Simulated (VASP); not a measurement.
Here is the system:

```
CELL_PARAMETERS angstrom
     -0.11256     4.03589     3.97168
      4.03589    -0.11256     3.97168
      1.96166     1.96166     0.00000
ATOMIC_POSITIONS crystal
  Ir 0.00000 0.00000 0.00000
  Au 0.00000 0.50000 0.00000
  Au 0.50000 0.00000 0.00000
  Au 0.50000 0.50000 0.00000
```

These are PBEsol GGA, VASP's PBE PAW potentials (set 64) (plane waves; VASP) values and carry that method's errors. Run with 400 eV cut-off, Gaussian smearing of 0.050 eV, potentials Ir Au.

Give the energies of bands 11 to 24 at the high-symmetry points, in eV from the Fermi level.

| band | Γ | Y | C0 | Z | A0 | T | S | R |
|---|---|---|---|---|---|---|---|---|
| 11 | -4.09 | -4.04 | -4.04 | -4.40 | -2.79 | -1.96 | -4.36 | -4.35 |
| 12 | -3.75 | -3.75 | -3.67 | -4.21 | -2.63 | -1.66 | -3.80 | -3.52 |
| 13 | -2.96 | -3.64 | -3.66 | -3.81 | -2.62 | -1.66 | -3.52 | -3.48 |
| 14 | -2.48 | -3.43 | -3.64 | -3.40 | -1.85 | -1.59 | -3.43 | -2.85 |
| 15 | -2.00 | -3.20 | -3.54 | -3.37 | -1.75 | -1.58 | -3.22 | -2.67 |
| 16 | -1.80 | -3.15 | -3.20 | -2.71 | -1.39 | -0.75 | -2.99 | -1.67 |
| 17 | -1.59 | -3.13 | -2.84 | -1.81 | -0.88 | -0.74 | -2.91 | -1.59 |
| 18 | -1.14 | -2.66 | -2.41 | -1.63 | -0.70 | -0.58 | -2.89 | -1.35 |
| 19 | -0.99 | -2.65 | -2.40 | -1.62 | -0.56 | -0.46 | -1.68 | -0.94 |
| 20 | -0.46 | -2.05 | -1.69 | -0.27 | 0.00 | -0.16 | -1.30 | 0.62 |
| 21 | -0.35 | -0.59 | -0.87 | 0.30 | 1.07 | 0.38 | -0.45 | 1.53 |
| 22 | 0.32 | -0.58 | -0.37 | 2.26 | 1.25 | 0.97 | 0.38 | 1.68 |
| 23 | 0.50 | -0.25 | -0.20 | 5.03 | 1.36 | 1.13 | 1.46 | 2.05 |
| 24 | 1.46 | 1.00 | 1.94 | 6.34 | 1.83 | 1.25 | 2.42 | 3.22 |

It has no gap at this level: it comes out as a metal or semimetal.

The structure was generated: Au3Ir was put into an ordered model structure (Cmmm), which need not be its known phase. It was relaxed first.
